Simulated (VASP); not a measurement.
# CaH16Cl2O8 in VASP: notebook, part 2 of 3

VASP 6.6.1. The steps go on from the part before.

### Step 4. Single point, r2SCAN+D3(BJ)

POSCAR reads:

```
CaH16Cl2O8
1.0
    7.3545300000      0.0000000000      0.0000000000
    0.0000000000      7.3545300000      0.0000000000
    0.0000000000      0.0000000000      7.3545300000
O H Ca Cl
8 16 1 2
Direct
    0.3285730019     -0.1112783550      0.0995576876
    0.7949930179      0.6676565328      0.2200684476
    0.8454381177      0.0352843758      0.7370559370
    0.4512728890      0.3959328468      0.2424492116
    0.1054724095      0.5674461862      0.5270629122
    0.2239028191      0.1246714610      0.6689346566
    0.6837010659      0.0957777044      0.0473721638
    0.6638221613      0.4186263432      0.8591031650
    0.3612467418      0.0215921344      0.0637294293
    0.2133514990     -0.1005094819      0.1818199124
    0.8708510265      0.7851895362      0.2256432430
    0.8549288670      0.5737008347      0.3024530459
    0.7750325310     -0.0025562476      0.6370495463
    0.9736720090      0.0346997021      0.6943067742
    0.3305445759      0.3775360220      0.3202108088
    0.4811864252      0.2658769493      0.1985714927
    0.1874354989      0.6521014939      0.4759787505
    0.1572092302      0.5162804421      0.6411286649
    0.1870955724      0.0783190768      0.5431346395
    0.2665568024      0.0101706023      0.7097530366
    0.7604700776      0.0450878574      0.1506962376
    0.7622376957      0.0684748040     -0.0669111418
    0.7777111522      0.4719812143      0.8166531376
    0.6711509777      0.2902156902      0.8819870202
    0.5206586961      0.6740199578      0.0449790809
    0.5109911850      0.7500275341      0.6785749735
    0.9986498117      0.9966510436      0.3199524647
```

INCAR.step1 reads:

```
SYSTEM = CaH16Cl2O8
PREC     = Accurate       ! precision mode
ENCUT    = 520            ! plane-wave cutoff, eV
ISMEAR   = -1             ! smearing method
SIGMA    = 0.02           ! smearing width, eV
LREAL    = Auto         
LASPH    = .TRUE.         ! aspherical terms in the spheres
NELM     = 80             ! most SCF steps
NBANDS   = 63             ! bands
GGA      = PE             ! functional
ALGO     = Normal         ! electronic algorithm
EDIFF    = 1E-4           ! SCF threshold, eV
LWAVE    = .TRUE.         ! write WAVECAR
LCHARG   = .FALSE.        ! write CHGCAR
```

INCAR.step2 reads:

```
SYSTEM = CaH16Cl2O8
PREC     = Accurate       ! precision mode
ENCUT    = 520            ! plane-wave cutoff, eV
EDIFF    = 1E-6           ! SCF threshold, eV
ISMEAR   = -1             ! smearing method
SIGMA    = 0.02           ! smearing width, eV
LREAL    = Auto         
LASPH    = .TRUE.         ! aspherical terms in the spheres
NELM     = 80             ! most SCF steps
ALGO     = Normal         ! electronic algorithm
ISIF     = 2              ! what is computed and relaxed
LWAVE    = .FALSE.        ! write WAVECAR
LCHARG   = .TRUE.         ! write CHGCAR
METAGGA  = R2SCAN         ! meta-GGA
LMIXTAU  = .TRUE.       
IVDW     = 12             ! dispersion correction
VDW_S6   = 1.0          
VDW_S8   = 0.78981345   
VDW_A1   = 0.49484001   
VDW_A2   = 5.73083694   
LELF     = .TRUE.         ! ELF
LVHAR    = .TRUE.       
NBANDS   = 63             ! bands
ISTART   = 1
```

KPOINTS reads:

```
Automatic mesh
0
G
  1 1 1
  0 0 0
```

Potentials or basis: VASP PAW PBE potentials, release 64 (O, H, Ca_sv, Cl).

The run is started by

```
$ cat potpaw_PBE.64/O/POTCAR potpaw_PBE.64/H/POTCAR potpaw_PBE.64/Ca_sv/POTCAR potpaw_PBE.64/Cl/POTCAR > POTCAR
$ cp INCAR.step1 INCAR
$ mpirun -np 1 vasp_gam > vasp.out
$ cp INCAR.step2 INCAR
$ mpirun -np 1 vasp_gam > vasp.out
```

OUTCAR:

```text
SYSTEM = CaH16Cl2O8
   PREC = Accurate
   ENCUT = 520
   EDIFF = 1E-6
   ISMEAR = -1
   LREAL = Auto
   LASPH = .TRUE.
   NELM = 80
   ISIF = 2
   METAGGA = R2SCAN
   IVDW = 12
   ISTART = 1
 IVDW          = 12

 ion  position               nearest neighbor table
   1  0.329  0.889  0.100-   9 1.04  10 1.04  25 2.16
   2  0.795  0.668  0.220-  12 1.02  11 1.03  25 2.39
   3  0.845  0.035  0.737-  13 0.94  14 0.99
   4  0.451  0.396  0.242-  16 1.03  15 1.06  25 2.56
   5  0.105  0.567  0.527-  17 0.94  18 1.00
   6  0.224  0.125  0.669-  20 0.95  19 1.02
   7  0.684  0.096  0.047-  21 1.02  22 1.04
[... 308 lines left out ...]
  Total      -7.10842    -7.65391   -10.06327    -0.76825     1.55691     2.57881
  in kB     -28.62983   -30.82684   -40.53077    -3.09420     6.27062    10.38639
  external pressure =      -33.33 kB  Pullay stress =        0.00 kB

 VOLUME and BASIS-vectors are now :
 -----------------------------------------------------------------------------
  energy-cutoff  :      520.00
  volume of cell :      397.80
      direct lattice vectors                 reciprocal lattice vectors
     7.354530000  0.000000000  0.000000000     0.135970619  0.000000000  0.000000000
     0.000000000  7.354530000  0.000000000     0.000000000  0.135970619  0.000000000
     0.000000000  0.000000000  7.354530000     0.000000000  0.000000000  0.135970619

 POSITION                                       TOTAL-FORCE (eV/Angst)
 -----------------------------------------------------------------------------------
      2.41650      6.53613      0.73220        -1.381950      3.214401      0.620112
      5.84680      4.91030      1.61850         1.086930     -0.331837      0.478906
      6.21780      0.25950      5.42070         1.730535      0.414845      0.721562
      3.31890      2.91190      1.78310        -2.645276     -2.455967      0.704610
      0.77570      4.17330      3.87630        -0.791534     -1.645412      1.036744
      1.64670      0.91690      4.91970        -1.234061     -0.294656     -2.312370
[... 19 lines left out ...]
      3.75810      5.51610      4.99060        -0.371834      0.368097      0.333617
      7.34460      7.32990      2.35310         0.414626      0.055252     -0.119898
 -----------------------------------------------------------------------------------
    total drift:                               -0.000944     -0.009437     -0.000191

  FREE ENERGIE OF THE ION-ELECTRON SYSTEM (eV)
  ---------------------------------------------------
  free  energy   TOTEN  =      -151.6921231204 eV

  energy  without entropy=     -151.6921231204  energy(sigma->0) =     -151.69212312
```

Wall time 2.9 min (1 thread of Intel Xeon Platinum 8488C (Sapphire Rapids), shared host); peak memory 0.48 GiB.

Results:

| Property | Result |
| --- | --- |
| Free energy | -151.6921 eV |
| Pressure | -3.3 GPa |
| Largest force | 3.678 eV/Å |
| Band gap on the k mesh | 3.83 eV, direct |
| Dispersion energy per atom | -0.020 eV |

Forces in eV/Å, atoms in the order of the input:
```
O   -1.382  3.214  0.620
O    1.087 -0.332  0.479
O    1.731  0.415  0.722
O   -2.645 -2.456  0.705
O   -0.792 -1.645  1.037
O   -1.234 -0.295 -2.312
O    1.220 -1.508  0.335
O   -0.208  1.309  0.222
H   -0.590 -2.792  0.624
H    1.123  0.338 -0.979
H   -0.592 -1.544  0.554
H   -0.917  1.747 -1.125
H   -0.950 -0.637 -0.868
H   -0.849  0.404  0.555
H    2.835  0.506 -1.604
H   -0.121  2.410  0.673
H    0.975  0.793  0.261
H   -0.098  0.742 -1.455
H    0.291  1.228  1.269
H    1.101 -1.091  0.954
H   -0.744  1.083 -1.194
H   -0.815 -0.021  0.885
H   -0.539 -0.823 -0.040
H    0.610 -0.014  0.178
Ca   1.459 -1.455 -0.709
Cl  -0.372  0.368  0.334
Cl   0.415  0.055 -0.120
```

Levels at points of the mesh, in eV from the valence-band top:
```csv
k point,band 41,band 42,band 43,band 44,band 45,band 46,band 47,band 48
"(0.00, 0.00, 0.00)",-1.04,-0.58,-0.20,0.00,3.83,5.90,6.16,6.52
```

Caveat: the PAW data sets were made with another functional, which shifts forces and pressure a little.

### Step 5. Single point, r2SCAN+D3(BJ)

POSCAR reads:

```
CaH16Cl2O8
1.0
    7.3545300000      0.0000000000      0.0000000000
    0.0000000000      7.3545300000      0.0000000000
    0.0000000000      0.0000000000      7.3545300000
O H Ca Cl
8 16 1 2
Direct
    0.3114135098     -0.1078654924      0.0938061304
    0.7821709885      0.6638493554      0.2365752808
    0.8434937379      0.0742671524      0.7480695571
    0.4546177662      0.3988834093      0.2333255830
    0.0988642374      0.5042470423      0.5291024715
    0.2220672157      0.1276900087      0.6447862746
    0.6809000711      0.1025490412      0.0677133685
    0.6856998340      0.4327944818      0.9004654274
    0.3396002192     -0.0045958069      0.0290569214
    0.2045813941     -0.0696577484      0.1744503048
    0.8662008313      0.7703143505      0.2533268611
    0.8310388291      0.5937021128      0.3358338330
    0.8078422414     -0.0387108354      0.6805329504
    0.9809056459      0.0691002688      0.7336430744
    0.4817846960      0.4396202069      0.3499747775
    0.5160085009      0.2930982673      0.1868100341
    0.1745998725      0.6035735798      0.5725042933
    0.1564885859      0.3917993400      0.5518911474
    0.1616554695      0.0935069950      0.5239627821
    0.3148127753      0.0318987073      0.6727418339
    0.7795875467      0.0879186025      0.1566109595
    0.7367839957      0.0514376853     -0.0447479309
    0.7077814626      0.4077758878      0.7735096600
    0.7104464867      0.3086261121      0.9512912450
    0.5264102533      0.6542362326      0.0368480379
    0.4908811304      0.7550856411      0.6924439767
    0.9996016061      0.9925991192      0.3130859484
```

INCAR.step1 reads:

```
PREC = Accurate
ENCUT = 520
ISMEAR = -1
SIGMA = 0.02
LREAL = Auto
LASPH = T
NELM = 100
NBANDS = 63
GGA = PE
ALGO = Normal
EDIFF = 1E-4
LWAVE = T
LCHARG = F
```

INCAR.step2 reads:

```
PREC = Accurate
ENCUT = 520
EDIFF = 1E-6
ISMEAR = -1
SIGMA = 0.02
LREAL = Auto
LASPH = T
NELM = 100
ALGO = Normal
ISIF = 2
LWAVE = F
LCHARG = F
METAGGA = R2SCAN
LMIXTAU = T
IVDW = 12
VDW_S6 = 1.0
VDW_S8 = 0.78981345
VDW_A1 = 0.49484001
VDW_A2 = 5.73083694
NBANDS = 63
ISTART = 1
```

KPOINTS reads:

```
Automatic mesh
0
Gamma
  1 1 1
```

The run is started by

```
$ cat potpaw_PBE.64/O/POTCAR potpaw_PBE.64/H/POTCAR potpaw_PBE.64/Ca_sv/POTCAR potpaw_PBE.64/Cl/POTCAR > POTCAR
$ cp INCAR.step1 INCAR
$ mpirun -np 1 vasp_gam > vasp.out
$ cp INCAR.step2 INCAR
$ mpirun -np 1 vasp_gam > vasp.out
```

Wall time 3 min (1 thread of Intel Xeon Platinum 8488C (Sapphire Rapids), shared host); peak memory 0.46 GiB.

The run converged. Its results:

| Quantity | Value |
| --- | --- |
| Free energy | -153.0111 eV |
| Pressure | -1.0 GPa |
| Largest force | 2.922 eV/Å |
| Band gap on the k mesh | 5.09 eV, direct |
| Dispersion energy per atom | -0.020 eV |

Forces on the atoms (eV/Å):
```
O   -1.021 -2.058  1.805
O    0.471  0.660  0.199
O    1.239 -1.835 -0.915
O   -1.144  0.584 -2.548
O   -0.903  1.516 -0.460
O   -0.201 -0.916 -0.872
O    0.130 -0.274 -0.146
O    0.453 -1.594 -0.273
H    0.720  2.186 -1.475
H    0.727 -0.519 -0.527
H   -0.606 -0.023 -0.424
H   -0.123 -0.756  0.166
H   -0.018  1.285  0.579
H   -1.261  0.507  0.279
H    0.690 -0.177  1.918
H    0.526 -0.467  0.609
H    0.050 -0.541 -0.005
H    0.780 -0.890  0.504
H    0.976  0.032  1.427
H   -0.889  0.668 -0.631
H   -0.076 -0.028  0.117
H   -0.065  0.482  0.010
H   -0.016  0.495 -0.225
H   -0.263  0.755  0.352
Ca  -0.113  0.434  0.377
Cl  -0.029  0.198 -0.102
Cl  -0.034  0.277  0.259
```

Stress tensor (GPa, compression positive):
```
-2.14  0.39 -0.56
 0.39 -0.77 -1.04
-0.56 -1.04 -0.09
```

Levels at points of the mesh, in eV from the valence-band top:
| k point | band 41 | band 42 | band 43 | band 44 | band 45 | band 46 | band 47 | band 48 |
| --- | --- | --- | --- | --- | --- | --- | --- | --- |
| (0.00, 0.00, 0.00) | -0.24 | -0.22 | -0.11 | 0.00 | 5.09 | 7.16 | 7.29 | 7.59 |

Caveat: the PAW data sets were made with another functional, which shifts forces and pressure a little. r2SCAN opens gaps a little over a GGA but as a rule still falls short of measured ones.

### Step 6. Single point, r2SCAN+D3(BJ)

POSCAR reads:

```
CaH16Cl2O8
1.0
    7.3545300000      0.0000000000      0.0000000000
    0.0000000000      7.3545300000      0.0000000000
    0.0000000000      0.0000000000      7.3545300000
O H Ca Cl
8 16 1 2
Direct
    0.3027249872     -0.1049557212      0.1043030622
    0.7914169906      0.6648419410      0.2334071654
    0.8475184682      0.0721188166      0.7491301280
    0.4494236885      0.3983259297      0.2304158118
    0.1026578177      0.5047229395      0.5264374474
    0.2232773542      0.1390163613      0.6401904676
    0.6804649651      0.1059075155      0.0656330180
    0.6851559515      0.4356090736      0.9021106719
    0.3397905781     -0.0004351060      0.0182336601
    0.2100202188     -0.0599222520      0.1782166909
    0.8793899814      0.7636653872      0.2337063007
    0.8304813496      0.6026489796      0.3528573546
    0.8128187661     -0.0420557126      0.7041782412
    0.9755212094      0.0722003989      0.7413118173
    0.4869379824      0.4449638522      0.3515384396
    0.5191358251      0.3003726955      0.1835331422
    0.1698273037      0.6016156029      0.5780111034
    0.1606628840      0.3863469182      0.5555623541
    0.1651227203      0.1131411525      0.5260703267
    0.3057979232      0.0465291460      0.6561942096
    0.7785133788      0.0982931608      0.1543946384
    0.7350435718      0.0372831439     -0.0428035510
    0.6847072485      0.3923840137      0.7722859245
    0.7093043335      0.3129907690      0.9523110246
    0.5256352207      0.6497220081      0.0337479078
    0.4909083245      0.7544193851      0.6960879893
    1.0020354802      0.9903012157      0.3102577595
```

INCAR.step1 reads:

```
  PREC = Accurate
  ENCUT = 520
  ISMEAR = -1
  SIGMA = 0.02
  LREAL = Auto
  LASPH = True
  NELM = 80
  NBANDS = 63
  GGA = PE
  ALGO = Normal
  EDIFF = 1E-4
  LWAVE = True
  LCHARG = False
```

INCAR.step2 reads:

```
  PREC = Accurate
  ENCUT = 520
  EDIFF = 1E-6
  ISMEAR = -1
  SIGMA = 0.02
  LREAL = Auto
  LASPH = True
  NELM = 80
  ALGO = Normal
  ISIF = 2
  LWAVE = False
  LCHARG = True
  METAGGA = R2SCAN
  LMIXTAU = True
  IVDW = 12
  VDW_S6 = 1.0
  VDW_S8 = 0.78981345
  VDW_A1 = 0.49484001
  VDW_A2 = 5.73083694
  LELF = True
  LVHAR = True
  NBANDS = 63
  ISTART = 1
```

KPOINTS is that of step 5.

Potentials or basis: VASP PAW PBE potentials, release 64 (O, H, Ca_sv, Cl).

The run is started by

```
$ cat potpaw_PBE.64/O/POTCAR potpaw_PBE.64/H/POTCAR potpaw_PBE.64/Ca_sv/POTCAR potpaw_PBE.64/Cl/POTCAR > POTCAR
$ cp INCAR.step1 INCAR
$ mpirun -np 1 vasp_gam > vasp.out
$ cp INCAR.step2 INCAR
$ mpirun -np 1 vasp_gam > vasp.out
```

Run time: 2.8 min. Hardware: 1 thread of Intel Xeon Platinum 8488C (Sapphire Rapids), shared host; peak memory 0.48 GiB.

Results (log left out):

```
Free energy                : -152.2912 eV
Pressure                   : -0.1 GPa
Largest force              : 5.633 eV/Å
Band gap on the k mesh     : 4.77 eV, direct
Dispersion energy per atom : -0.020 eV
```

Forces in eV/Å, atoms in the order of the input:
```
O    3.931  0.418 -4.013
O   -0.017 -1.798  2.027
O   -1.154  0.886  0.841
O   -0.699  2.069  0.873
O   -0.634 -1.614 -0.566
O   -1.762  2.414  0.348
O    0.208 -0.837 -1.169
O    0.433 -2.134 -2.452
H   -0.779 -1.998  1.750
H   -2.089  0.881  1.606
H    0.234  0.696 -0.060
H   -0.705  0.824 -2.135
H   -0.694 -1.421 -1.014
H    1.738  0.337 -0.120
H   -0.170 -1.092 -1.079
H    0.915 -1.107  0.264
H    0.818  0.469  0.520
H   -0.254  1.329  0.088
H   -0.406 -0.415 -0.782
H    2.121 -2.276  0.348
H    0.267 -0.198  0.396
H   -0.451  1.416  0.971
H   -0.016  1.262  1.213
H    0.016  0.122  0.897
Ca  -0.380  0.924  0.854
Cl  -0.036  0.257 -0.170
Cl  -0.434  0.585  0.564
```

Stress tensor (GPa, compression positive):
```
 1.36 -0.28 -0.96
-0.28 -0.42  0.65
-0.96  0.65 -1.26
```

Levels at points of the mesh, in eV from the valence-band top:
| k point | band 42 | band 43 | band 44 | band 45 | band 46 | band 47 |
| --- | --- | --- | --- | --- | --- | --- |
| (0.00, 0.00, 0.00) | -0.17 | -0.14 | 0.00 | 4.77 | 6.79 | 7.03 |

Caveat: the PAW data sets were made with another functional, which shifts forces and pressure a little.

(Continued in part 3 of 3.)
